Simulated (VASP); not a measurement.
These are PBE GGA, VASP's PBE PAW potentials (set 64) (plane waves; VASP) values and carry that method's errors.

VASP ran on this input.

**INCAR**
```
# general
SYSTEM   =  LuGe2
PREC     =  Accurate
ENCUT    =  300
LREAL    =  .FALSE.
LASPH    =  .TRUE.

# electronic loop
EDIFF    =  1E-6
NELM     =  100
ALGO     =  Normal
LMAXMIX  =  6

# smearing
ISMEAR   =  0
SIGMA    =  0.2

# functional
GGA      =  PE

# ions
ISIF     =  2

# output
LWAVE    =  .FALSE.
LCHARG   =  .FALSE.
```

**KPOINTS**
```
Automatic mesh
0
Gamma
7 7 7
0 0 0
```

**POSCAR**
```
LuGe2
1
    0.0000000000     3.3607650000     3.3607650000
    3.3607650000     0.0000000000     3.3607650000
    3.3607650000     3.3607650000     0.0000000000
Lu Ge
1 2
Direct
  0.0000000000   0.0000000000   0.0000000000
  0.2500000000   0.2500000000   0.2500000000
  0.7500000000   0.7500000000   0.7500000000
```

POTCAR, in this order: Lu_3 Ge_d (PBE.64 set). Program: vasp_std.

Output of the run:

**OUTCAR**
```
 ion  position               nearest neighbor table
   1  0.000  0.000  0.000-   3 2.91   3 2.91   3 2.91   2 2.91   2 2.91   2 2.91   3 2.91   2 2.91
  LATTYP: Found a face centered cubic cell.
 ALAT       =     6.7215300000
 Subroutine PRICEL returns:
 Original cell was already a primitive cell.
 Subroutine GETGRP returns: Found 48 space group operations
The static configuration has the point symmetry O_h .
The dynamic configuration has the point symmetry O_h .
 Subroutine INISYM returns: Found 48 space group operations
 Subroutine IBZKPT returns following result:
 Found     20 irreducible k-points:

 Following reciprocal coordinates:
            Coordinates               Weight
  0.000000  0.000000  0.000000      1.000000
  0.142857  0.000000  0.000000      8.000000
  0.285714  0.000000  0.000000      8.000000
  0.428571  0.000000  0.000000      8.000000
  0.142857  0.142857  0.000000      6.000000
  0.285714  0.142857  0.000000     24.000000
  0.428571  0.142857  0.000000     24.000000
 -0.428571  0.142857  0.000000     24.000000
 -0.285714  0.142857  0.000000     24.000000
 -0.142857  0.142857  0.000000     12.000000
  0.285714  0.285714  0.000000      6.000000
  0.428571  0.285714  0.000000     24.000000
 -0.428571  0.285714  0.000000     24.000000
 -0.285714  0.285714  0.000000     12.000000
  0.428571  0.428571  0.000000      6.000000
 -0.428571  0.428571  0.000000     12.000000
  0.428571  0.285714  0.142857     24.000000
 -0.428571  0.285714  0.142857     48.000000
 -0.428571  0.428571  0.142857     24.000000
 -0.285714  0.428571  0.142857     24.000000
   k-points           NKPTS =     20   k-points in BZ     NKDIM =     20   number of bands    NBANDS=     22
   number of dos      NEDOS =    301   number of ions     NIONS =      3
   total plane-waves  NPLWV =  21952
   dimension x,y,z NGX =    28 NGY =   28 NGZ =   28
   dimension x,y,z NGXF=    56 NGYF=   56 NGZF=   56
   ions per type =               1   2
   PREC   = accura    normal or accurate (medium, high low for compatibility)
   ISTART =      0    job   : 0-new  1-cont  2-samecut
   ICHARG =      2    charge: 1-file 2-atom 10-const
   ISPIN  =      1    spin polarized calculation?
   LNONCOLLINEAR =      F non collinear calculations
   LSORBIT =      F    spin-orbit coupling
   INIWAV =      1    electr: 0-lowe 1-rand  2-diag
   ENCUT  =  300.0 eV  22.05 Ry    4.70 a.u.   6.71  6.71  6.71*2*pi/ulx,y,z
   NELM   =    100;   NELMIN=  2; NELMDL= -5     # of ELM steps
   EDIFF  = 0.1E-05   stopping-criterion for ELM
   LREAL  =      F    real-space projection
   NLSPLINE    = F    spline interpolate recip. space projectors
   LMAXMIX     =    6 max onsite mixed and CHGCAR
   VOSKOWN=      0    Vosko Wilk Nusair interpolation
   EDIFFG = 0.1E-04   stopping-criterion for IOM
   NSW    =      0    number of steps for IOM
   NBLOCK =      1;   KBLOCK =      1    inner block; outer block
   IBRION =     -1    ionic relax: 0-MD 1-quasi-New 2-CG
   NFREE  =      0    steps in history (QN), initial steepest desc. (CG)
   ISIF   =      2    stress and relaxation
   ISYM   =      2    0-nonsym 1-usesym 2-fastsym
   TEIN   =    0.0    initial temperature
   TEBEG  =    0.0;   TEEND  =   0.0 temperature during run
   SMASS  =  -3.00    Nose mass-parameter (am)
   PSTRESS=    0.0 pullay stress
   NELECT =      37.0000    total number of electrons
   EFERMI =   0.00;   METHOD = LEGACY
   ISMEAR =     0;   SIGMA  =   0.20  broadening in eV -4-tet -1-fermi 0-gaus
   IALGO  =     38    algorithm
   LDIAG  =      T    sub-space diagonalisation (order eigenvalues)
   IMIX   =      4    mixing-type and parameters
     AMIX     =   0.40;   BMIX     =  1.00
     AMIX_MAG =   1.60;   BMIX_MAG =  1.00
     AMIN     =   0.10
...
```

### OSZICAR
```
       N       E                     dE             d eps       ncg     rms          rms(c)
DAV:   1     0.199319645312E+03    0.19932E+03   -0.15192E+04  1372   0.261E+03
DAV:   2     0.106038779526E+02   -0.18872E+03   -0.18618E+03  1434   0.724E+02
DAV:   3    -0.128224851587E+02   -0.23426E+02   -0.23364E+02  1302   0.148E+02
DAV:   4    -0.138109591733E+02   -0.98847E+00   -0.98055E+00  1122   0.270E+01
DAV:   5    -0.138548674774E+02   -0.43908E-01   -0.43786E-01  1394   0.661E+00    0.206E+01
DAV:   6    -0.138241682553E+02    0.30699E-01   -0.96001E-02  1404   0.453E+00    0.124E+01
DAV:   7    -0.138364934658E+02   -0.12325E-01   -0.11193E-01  1396   0.491E+00    0.508E-01
DAV:   8    -0.138342603347E+02    0.22331E-02   -0.30612E-02  1418   0.204E+00    0.188E-01
DAV:   9    -0.138342017960E+02    0.58539E-04   -0.13751E-03  1502   0.428E-01    0.639E-02
DAV:  10    -0.138343479518E+02   -0.14616E-03   -0.54147E-04  1492   0.175E-01    0.123E-01
DAV:  11    -0.138343259158E+02    0.22036E-04   -0.21724E-04  1538   0.172E-01    0.330E-02
DAV:  12    -0.138343297362E+02   -0.38204E-05   -0.14439E-05  1160   0.344E-02    0.174E-02
DAV:  13    -0.138343300350E+02   -0.29883E-06   -0.10369E-05  1160   0.403E-02    0.785E-03
DAV:  14    -0.138343297039E+02    0.33113E-06   -0.11004E-06   668   0.212E-02
   1 F= -.13834330E+02 E0= -.13819156E+02  d E =-.303474E-01
```

### OUTCAR
```
------------------------ aborting loop because EDIFF is reached ----------------------------------------
  FORCE on cell =-STRESS in cart. coord.  units (eV):
  Direction    XX          YY          ZZ          XY          YZ          ZX
  --------------------------------------------------------------------------------------
  Total       -1.3218422     -1.3218422     -1.3218422     -0.0000000      0.0000000      0.0000000
  in kB      -27.8962460    -27.8962460    -27.8962460     -0.0000000      0.0000000      0.0000000
  external PRESSURE =     -27.8962460 kB  Pullay stress =       0.0000000 kB
  volume of cell :       75.92
      direct lattice vectors                 reciprocal lattice vectors
     0.000000000  3.360765000  3.360765000    -0.148775651  0.148775651  0.148775651
     3.360765000  0.000000000  3.360765000     0.148775651 -0.148775651  0.148775651
     3.360765000  3.360765000  0.000000000     0.148775651  0.148775651 -0.148775651
 POSITION                                       TOTAL-FORCE (eV/Angst)
 -----------------------------------------------------------------------------------
      0.00000      0.00000      0.00000         0.000000     -0.000000      0.000000
      1.68038      1.68038      1.68038         0.000000      0.000000      0.000000
      5.04115      5.04115      5.04115        -0.000000     -0.000000     -0.000000
 -----------------------------------------------------------------------------------
    total drift:                                0.000000      0.000000      0.000000
  FREE ENERGIE OF THE ION-ELECTRON SYSTEM (eV)
  ---------------------------------------------------
  free  energy   TOTEN  =       -13.8343297039 eV

  energy  without entropy=      -13.8039823317  energy(sigma->0) =      -13.81915602
```
(Selected blocks of OUTCAR.)

At this cut-off the stress carries a Pulay error, which pulls relaxed volumes low.

The structure was generated: LuGe2 was put into an ordered model structure, which need not be its known phase. The cell was not relaxed at this level, and its volume differs by -5.9 % from the start's. The electron count is odd and the run is not spin-polarised, which forces a metal.
